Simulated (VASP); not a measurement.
An input for Ansatz (written as the equivalent of a VASP run, and not itself run):

Ansatz 0.2 input:
```yaml
crystal:
  lattice:
    - [0.0000000, 2.3970183, 2.3970183]
    - [2.3970183, 0.0000000, 2.3970183]
    - [2.3970183, 2.3970183, 0.0000000]
  atoms:
    - { symbol: Li, position: [0.0000000, 0.0000000, 0.0000000] }
    - { symbol: Br, position: [0.5000000, 0.5000000, 0.5000000] }
kpoints:
  mp_grid: { grid: [10, 10, 10] }
hamiltonian:
  xc: lda
  pseudopotentials: { kind: paw }
scf:
  occupations: { method: gaussian, width: 0.05 }
  max_iter: 100
relax:
  max_steps: 40
  f_tol: 0.02
  cell: { p_target: 30 }
output: { forces: true, stress: true, eigenvalues: true }
```

Q: Translate this input to VASP (INCAR, KPOINTS, POSCAR, choice of POTCAR).

A: Several could match; the one computed here: 
INCAR:
```
SYSTEM = LiBr
PREC = Accurate; ENCUT = 620; LREAL = F
LASPH = T
EDIFF = 1E-6; NELM = 100; ALGO = Normal
LMAXMIX = 4
ISMEAR = 0; SIGMA = 0.05
IBRION = 2; NSW = 40; ISIF = 3
EDIFFG = -0.02; PSTRESS = 300
LWAVE = F; LCHARG = F
```

### POSCAR
```
LiBr
1
    0.0000000000     2.3970183426     2.3970183426
    2.3970183426     0.0000000000     2.3970183426
    2.3970183426     2.3970183426     0.0000000000
Li Br
1 1
Direct
  0.0000000000   0.0000000000   0.0000000000
  0.5000000000   0.5000000000   0.5000000000
```

### KPOINTS
```
Automatic
0
Gamma
10 10 10
```

POTCAR, in this order: Li_sv Br (LDA.64 set). Program: vasp_std.

Limits of the translation: each code has its own PAW files, so the cut-off isn't converted (ENCUT is set for VASP's; basis.ecutwfc is left out, and Ansatz then takes the one that its files recommend); Ansatz stops its SCF on the density residual and VASP on the energy change (EDIFF); Ansatz's lda is the Perdew-Wang form, while the LDA potentials of VASP carry Perdew-Zunger's.

The compound is LiBr in the rock salt structure. This run relaxes it under an external pressure of 30 GPa. Symmetry was kept, so distortions that lower it aren't found.
